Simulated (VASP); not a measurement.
# Si: dielectric tensor with PBE

Crystal: Si.

```
Si
1.0
     0.00000    2.73429    2.73429
     2.73429    0.00000    2.73429
     2.73429    2.73429    0.00000
Si
2
Direct
  0.75000 0.75000 0.75000
  0.50000 0.50000 0.50000
```

| Property | Result |
| --- | --- |
| Program | VASP 6.6.1 |
| Task | dielectric tensor |
| Functional | PBE |
| Potentials or basis | VASP PAW PBE potentials, release 64 (Si) |
| Cutoff | 450 eV |
| k mesh | 10 × 10 × 10 |
| Occupations | gaussian, width 0.02 eV |
| Spin | no spin polarisation |
| Further INCAR settings | ALGO = Normal; EDIFF = 1e-08 |

| Property | Result |
| --- | --- |
| Band gap on the k mesh | 0.62 eV, indirect (least direct gap 2.56 eV) |
| Electronic dielectric tensor (diagonal) | 13.38 |
| Born charges (mean of the diagonal) | Si +0.00 e |

Levels at points of the mesh, in eV from the valence-band top:
```csv
k point,band 1,band 2,band 3,band 4,band 5,band 6,band 7,band 8
"(0.00, 0.00, 0.00)",-11.82,0.00,0.00,0.00,2.56,2.56,2.56,3.13
"(0.50, 0.00, 0.00)",-9.54,-6.87,-1.18,-1.18,1.47,3.35,3.35,7.70
"(0.50, 0.50, 0.00)",-7.75,-7.75,-2.79,-2.79,0.75,0.75,9.94,9.94
```

Electronic dielectric tensor:
```
13.38  0.00  0.00
 0.00 13.38  0.00
 0.00  0.00 13.38
```

Born effective charge tensors (e):
atom 1, Si
```
0.00 0.00 0.00
0.00 0.00 0.00
0.00 0.00 0.00
```
atom 2, Si
```
0.00 0.00 0.00
0.00 0.00 0.00
0.00 0.00 0.00
```

Run time: 44 s on 2 MPI ranks on Intel(R) Xeon(R) 6975P-C (Granite Rapids) (shared host), peak memory 0.19 GiB a rank.

Caveat: the gap is small at this level, which inflates the dielectric constant. A k mesh can miss the band edges.
